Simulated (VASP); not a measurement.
The system is Ge.

```
Ge
1.0
     0.00000    2.82891    2.82891
     2.82891    0.00000    2.82891
     2.82891    2.82891    0.00000
Ge
2
Direct
  0.00000 0.00000 0.00000
  0.25000 0.25000 0.25000
```

Program: VASP 6.6.1. Alike in all runs: task single point; potentials or basis VASP PAW PBE potentials, release 64 (Ge_d); no spin polarisation; cell as given; cutoff (eV) 520; smearing fermi-dirac 0.05 eV. Hardware: 4 MPI ranks on Intel(R) Xeon(R) Platinum 8488C (Sapphire Rapids), with other jobs on the host.

Problem. Order these runs on this cell by their wall time, lowest first.
A. level HSE06; k mesh 5 × 5 × 5; grid for exact exchange (PRECFOCK) Fast; screening parameter 0.2 1/A
B. level r2SCAN; k mesh 9 × 9 × 9
C. level PBEsol; k mesh 9 × 9 × 9

Solution. C (6.8 s), B (39 s), A (230 s).

Runs at the PBE level aren't shown here.
